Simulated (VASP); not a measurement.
ZnO (wurtzite), at 0.96 of the tabulated volume:

```
CELL_PARAMETERS angstrom
      1.60304    -2.77654     0.00000
      1.60304     2.77654     0.00000
      0.00000     0.00000     5.13959
ATOMIC_POSITIONS crystal
  Zn 0.66667 0.33333 0.50000
  Zn 0.33333 0.66667 0.00000
  O  0.66667 0.33333 0.88200
  O  0.33333 0.66667 0.38200
```

The lowest empty band near Γ, direction c, from PBE with spin-orbit coupling in VASP (PAW); its two spin partners are averaged. The gap over the points computed is 0.82 eV, and the next band on that side lies 4.49 eV away at the edge.

Numerical set-up: 520 eV cut-off, 9×9×5 Γ-centred mesh, Gaussian smearing of 0.050 eV, potentials Zn O.

```csv
distance from the edge in k (1/Å),distance in energy (meV)
0.012,3.5
0.018,7.9
0.025,15.0
0.035,29.1
0.050,57.8
0.070,108.4
```

Fit E(1 + αE) = ħ²k²/2m* (ħ²/2m0 = 3.810 eV Å²) and predict the row at 0.095 1/Å.

Least squares on the energies gives the electron mass m* = 0.156 m0 and α = 0.95 per eV, and so 187.0 meV. The run gave 187.3 meV, +0.3 meV from the fit.

Left out are points under 3 meV from the edge, since the levels carry 0.1 meV, and points farther than half the way to the next band.

The compound is ZnO in the wurtzite structure. The cell was not relaxed at this level.
